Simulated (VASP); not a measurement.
# MoS2: excitons from the Bethe-Salpeter equation, part 3 of 3

What does the electron-hole attraction do to the spectrum of MoS2? The cell has space group P6_3/mmc. The start is a cell from a database of measured crystal structures.

VASP 6.6.1, plane waves and PAW; the level of theory is named at each step.

So far, lowest excitation (eV): step 5 (BSE, Tamm-Dancoff) 1.97.

The database entry behind the starting cell differs from later determinations by our own check (about 0.3 % long), so it need not match the best structure at ambient conditions.

**6. Without the electron-hole attraction**

This step: BSE on G0W0 on PBE, without the electron-hole attraction, no spin polarisation; plane waves and PAW (Mo_sv_GW, S_GW) (VASP 6.6.1).

LADDER = .FALSE. removes the attraction and keeps the local fields, which shows what the attraction does.

Input file INCAR:

```
SYSTEM = MoS2
PREC = Accurate
ENCUT = 370
ISMEAR = 0
SIGMA = 0.01
LREAL = .FALSE.
GGA = PE
NBANDS = 248
ALGO = BSE
NBANDSO = 5
NBANDSV = 4
OMEGAMAX = 25
NEDOS = 1000
CSHIFT = 0.1
PRECFOCK = Fast
LWAVE = .FALSE.
LCHARG = .FALSE.
ENCUTGW = 100
ANTIRES = 0
LADDER = .FALSE.
```

Input file POSCAR:

```
MoS2
1.0
    3.1690000000      0.0000000000      0.0000000000
   -1.5845000000      2.7444345046      0.0000000000
    0.0000000000      0.0000000000     12.3240000000
Mo S
2 4
Direct
    0.3333333333      0.6666666667      0.2500000000
    0.6666666667      0.3333333333      0.7500000000
    0.3333333333      0.6666666667      0.6230000000
    0.6666666667      0.3333333333      0.1230000000
    0.3333333333      0.6666666667      0.8770000000
    0.6666666667      0.3333333333      0.3770000000
```

Input file KPOINTS:

```
Automatic mesh
0
Gamma
6 6 2
0 0 0
```

Potentials, in the order of the species: Mo_sv_GW and S_GW (PBE family, release 64).

On the command line:

```bash
$ mpirun -np 8 vasp_std
```

The program printed:

```text
[banner, memory and clock lines left out]
 LDA part: xc-table for (Slater+PW92), standard interpolation
 found WAVECAR, reading the header
 POSCAR, INCAR and KPOINTS ok, starting setup
 FFT: planning ... GRIDC
 FFT: planning ... GRID_SOFT
 FFT: planning ... GRID
 reading WAVECAR
 the WAVECAR file was read successfully
 initial charge from wavefunction
 available memory per node:     64.86 GB, setting MAXMEM to     66421

 Doing            0  frequencies on each core in blocks of            0
 parallelization over k-points
 Using distributed matrix
 Using distributed eigensolver
 allocating two-electron 4 orbital integral table    5    4    5    4
 BSE setting up matrix
 available memory per node:     64.75 GB, setting MAXMEM to     66304
 Calculate matrix elements of the BSE Hamiltonian:
 Workload is divided into blocks of two-electron 4 orbital integrals computed in
  parallel.
 Each block/integral has dimensions  of (   5,   4,   5,   4) orbitals
 Total number of blocks/integrals:                 2628
 Number of spins:                                     1
 Number of kpoints:                                  72
 Spin channel:                                        1
  Number of blocks of unoccupied bands:               1
  Number of blocks of occupied bands:                 1
 Number of rows/columns of blocks:                   72

                                                        Time (sec)
               Integrals                 Ranks       Real         CPU
  [         1 -        576/      2628]     8         0.82        0.00
  [       577 -       1152/      2628]     8         1.65        0.00
  [      1153 -       1728/      2628]     8         2.49        0.00
  [      1729 -       2304/      2628]     8         3.32        0.00
  [      2305 -       2592/      2628]     8         3.73        0.00
  [      2593 -       2628/      2628]     8         3.83        0.00

[... 7 parts as in an earlier step ...]
```

Wall time 6.2 s (8 MPI ranks of Intel Xeon Platinum 8488C (Sapphire Rapids), shared host); peak memory 2.2 GiB.

From OUTCAR (step 6):

```text
   NELECT =      52.0000    total number of electrons

 E-fermi :   8.2410

[... 9 parts as in an earlier step ...]

[... 1 further part left out ...]
```

This step gave:

* lowest excitation: 2.218 eV

The imaginary dielectric function has structure finer than the step of the table below, so its rows give means over 0.5 eV, whole bins alone (the curve runs from 0 to 25 eV). Peaks (eV: height): xx 2.38: 11.2, 3.43: 23.5, 4.05: 24.4, 4.43: 17.9; yy 2.38: 11.2, 3.43: 23.5, 4.05: 24.4, 4.43: 17.9; zz 3.30: 6.04, 4.05: 3.72, 4.38: 4.34, 5.00: 2.84, 5.81: 4.30, 6.43: 6.46.

From 5 filled and 4 empty bands alone, without any pair above OMEGAMAX = 25 eV, so strength is missing wherever others contribute; lines are broadened by CSHIFT, which also makes the tail under the first line. Imaginary dielectric function against photon energy; means over each step:

```
photon energy (eV)       xx       yy       zz
               0.5   0.0690   0.0690   0.0112
               1.0    0.169    0.169   0.0252
               1.5    0.406    0.406   0.0474
               2.0     2.72     2.72   0.0948
               2.5     6.69     6.69    0.281
               3.0     8.26     8.26     2.40
               3.5     16.9     16.9     4.19
               4.0     19.1     19.1     2.61
               4.5     13.3     13.3     2.63
               5.0     6.29     6.29     2.16
               5.5     2.94     2.94     1.81
               6.0     2.75     2.75     2.42
               6.5     1.39     1.52     4.84
               7.0    0.379    0.444    0.840
               7.5    0.141    0.147    0.174
               8.0   0.0917   0.0938   0.0944
               8.5   0.0663   0.0673   0.0466
               9.0   0.0505   0.0511   0.0310
               9.5   0.0398   0.0402   0.0223
              10.0   0.0321   0.0324   0.0169
              10.5   0.0264   0.0266   0.0133
              11.0   0.0220   0.0222   0.0107
              11.5   0.0186   0.0188  0.00877
              12.0   0.0159   0.0161  0.00732
              12.5   0.0138   0.0138  0.00617
              13.0   0.0120   0.0120  0.00529
              13.5   0.0105   0.0106  0.00456
              14.0  0.00924  0.00932  0.00398
              14.5  0.00820  0.00826  0.00349
              15.0  0.00733  0.00734  0.00309
              15.5  0.00656  0.00659  0.00273
              16.0  0.00589  0.00594  0.00244
              16.5  0.00533  0.00536  0.00218
              17.0  0.00483  0.00485  0.00198
              17.5  0.00440  0.00441  0.00179
              18.0  0.00401  0.00403  0.00162
              18.5  0.00367  0.00368  0.00148
              19.0  0.00337  0.00339  0.00135
              19.5  0.00309  0.00312  0.00124
              20.0  0.00286  0.00286  0.00114
              20.5  0.00265  0.00265  0.00105
              21.0  0.00245  0.00245   9.8e-4
              21.5  0.00227  0.00227   9.0e-4
              22.0  0.00212  0.00212   8.1e-4
              22.5  0.00196  0.00197   7.9e-4
              23.0  0.00184  0.00184   7.0e-4
              23.5  0.00171  0.00173   7.0e-4
              24.0  0.00160  0.00161   6.0e-4
```

The lowest excitation lies at 2.218 eV, +252 meV against the Tamm-Dancoff singlet. Peak heights aren't converged with the mesh, least of all at the onset.

**7. Independent quasiparticles**

This step: BSE on G0W0 on PBE, independent quasiparticles, no spin polarisation; plane waves and PAW (Mo_sv_GW, S_GW) (VASP 6.6.1).

With LADDER and LHARTREE off the pairs don't interact at all, so the lowest line must equal the direct gap.

Edit INCAR of step 6 so:

```diff
@@ -20 +20,2 @@
 LADDER = .FALSE.
+LHARTREE = .FALSE.
```

POSCAR is that of step 6.

KPOINTS is that of step 6.

On the command line:

```bash
$ mpirun -np 8 vasp_std
```

The program printed:

```text
[banner, memory and clock lines left out]
 LDA part: xc-table for (Slater+PW92), standard interpolation
 found WAVECAR, reading the header
 POSCAR, INCAR and KPOINTS ok, starting setup
 FFT: planning ... GRIDC
 FFT: planning ... GRID_SOFT
 FFT: planning ... GRID
 reading WAVECAR
 the WAVECAR file was read successfully
 initial charge from wavefunction
 available memory per node:     64.77 GB, setting MAXMEM to     66325

 Doing            0  frequencies on each core in blocks of            0
 parallelization over k-points
 Using distributed matrix
 Using distributed eigensolver
 allocating two-electron 4 orbital integral table    5    4    5    4
 BSE setting up matrix
 available memory per node:     64.67 GB, setting MAXMEM to     66226
 Calculate matrix elements of the BSE Hamiltonian:
 Workload is divided into blocks of two-electron 4 orbital integrals computed in
  parallel.
 Each block/integral has dimensions  of (   5,   4,   5,   4) orbitals
 Total number of blocks/integrals:                 2628
 Number of spins:                                     1
 Number of kpoints:                                  72
 Spin channel:                                        1
  Number of blocks of unoccupied bands:               1
  Number of blocks of occupied bands:                 1
 Number of rows/columns of blocks:                   72

                                                        Time (sec)
               Integrals                 Ranks       Real         CPU
  [         1 -        576/      2628]     8         0.06        0.00
  [       577 -       1152/      2628]     8         0.11        0.00
  [      1153 -       1728/      2628]     8         0.17        0.00
  [      1729 -       2304/      2628]     8         0.22        0.00
  [      2305 -       2592/      2628]     8         0.25        0.00
  [      2593 -       2628/      2628]     8         0.26        0.00

[... 7 parts as in an earlier step ...]
```

It took 2.6 s on 8 MPI ranks; peak memory 2.2 GiB.

Parts of OUTCAR (step 7):

```text
   NELECT =      52.0000    total number of electrons

 E-fermi :   8.2410

[... 9 parts as in an earlier step ...]

[... 1 further part left out ...]
```

Numbers from this step:

* lowest excitation: 2.213 eV

The imaginary dielectric function has structure finer than the step of the table below, so its rows give means over 1 eV, whole bins alone (the curve runs from 0 to 25 eV). Peaks (eV: height): xx 2.3: 13.9, 3.4: 25.1, 3.9: 21.9, 4.4: 16.0; yy 2.3: 13.9, 3.4: 25.1, 3.9: 21.9, 4.4: 16.0; zz 3.3: 6.04, 4.1: 4.94, 4.4: 5.14, 5.4: 4.88, 6.3: 3.00.

From 5 filled and 4 empty bands alone, without any pair above OMEGAMAX = 25 eV, so strength is missing wherever others contribute; lines are broadened by CSHIFT, which also makes the tail under the first line. The imaginary dielectric function by photon energy; means over each step:

| photon energy (eV) | xx | yy | zz |
| --- | --- | --- | --- |
| 1 | 0.217 | 0.217 | 0.0279 |
| 2 | 4.87 | 4.87 | 0.113 |
| 3 | 12.8 | 12.8 | 2.57 |
| 4 | 14.1 | 14.0 | 3.45 |
| 5 | 6.04 | 6.04 | 3.73 |
| 6 | 2.40 | 2.41 | 2.08 |
| 7 | 0.377 | 0.460 | 0.324 |
| 8 | 0.0882 | 0.0904 | 0.0471 |
| 9 | 0.0482 | 0.0488 | 0.0223 |
| 10 | 0.0306 | 0.0309 | 0.0133 |
| 11 | 0.0211 | 0.0212 | 0.00880 |
| 12 | 0.0153 | 0.0154 | 0.00621 |
| 13 | 0.0115 | 0.0115 | 0.00457 |
| 14 | 0.00888 | 0.00891 | 0.00349 |
| 15 | 0.00704 | 0.00705 | 0.00273 |
| 16 | 0.00566 | 0.00570 | 0.00218 |
| 17 | 0.00463 | 0.00466 | 0.00178 |
| 18 | 0.00385 | 0.00387 | 0.00146 |
| 19 | 0.00323 | 0.00326 | 0.00123 |
| 20 | 0.00275 | 0.00276 | 0.00104 |
| 21 | 0.00235 | 0.00236 | 8.8e-4 |
| 22 | 0.00203 | 0.00204 | 7.6e-4 |
| 23 | 0.00177 | 0.00178 | 6.6e-4 |
| 24 | 0.00155 | 0.00155 | 5.8e-4 |

The lowest excitation lies at 2.213 eV, +247 meV against the Tamm-Dancoff singlet. Peak heights aren't converged with the mesh, least of all at the onset.

**8. Summary**

This step: BSE on G0W0 on PBE; plane waves and PAW (VASP 6.6.1).

No new run; the numbers come from the runs before.

Cost is wall time times ranks on a shared host, for this step alone, without the steps before it. Excitations by level:

| level | first excitation (eV) | cost (core minutes) |
| --- | --- | --- |
| BSE, Tamm-Dancoff | 1.966 | 1.28 |
| without the electron-hole attraction | 2.218 | 0.83 |
| independent quasiparticles | 2.213 | 0.35 |

**9. Outcome**

| Item | Value |
| --- | --- |
| BSE, Tamm-Dancoff | lowest vertical excitation 1.966 eV; direct gap 2.213 eV |
| without the electron-hole attraction | lowest vertical excitation 2.218 eV; direct gap 2.213 eV |
| independent quasiparticles | lowest vertical excitation 2.213 eV; direct gap 2.213 eV |

The Bethe-Salpeter equation puts the lowest vertical singlet excitation at 1.966 eV, 0.25 eV below the direct gap of 2.213 eV; the states within 10 meV of it carry 100 % of the strength of the strongest such group among the lowest 40 states. The attraction moves the centre of weight of eps2 xx over the computed range by -0.52 eV against the run without the attraction, a shift that holds the same mesh error. The binding energy was not obtained: in a well-screened crystal the exciton spreads over many cells, and on this mesh its distance from the gap is set by the mesh and is far too large. On such a mesh the heights of single peaks aren't converged either. Bands, response cutoff and mesh of the GW step weren't tested in this session. Only vertical pairs enter; the least gap on the mesh is indirect, 1.334 eV, and its phonon-assisted absorption is absent. Only the bands set by NBANDSO and NBANDSV form pairs, and any pair above OMEGAMAX = 25 eV is dropped, so the spectrum is that of this window; the window can cut degenerate bands, and the ratio of directions in the curves is that of the window, not of the crystal. VASP warned in the GW step that its automatic frequency mesh may not suit quasiparticle energies. Spin-orbit coupling is left out; with Mo in the cell it can split or shift band edges, by an amount that depends on which atoms form them and isn't tested here. Not tabulated here, as repeats of values shown or as unfit to read for their mesh, reference level or band range: eps2 curves (empty bands); eps1 curves and static values (BSE, empty bands, independent quasiparticles, without the electron-hole attraction); exciton binding energies (BSE); line lists of runs without attraction (independent quasiparticles, without the electron-hole attraction).

[Lines on the potential files, build, host, timing and source positions are cut from VASP's logs without a mark.]

[Logs are printed without paths, hosts, clocks, repeated set-up lines and the standing remarks that a program may print on its own settings, such as how far it seeks lower states.]

[Hosts, paths, dates, database ids (printed as entryN), source tags and the programs' standing remarks are cut or masked in the printed files.]

[Pressures printed for these runs are not shown converged in the cutoff: they can be off by several GPa and have the wrong sign.]
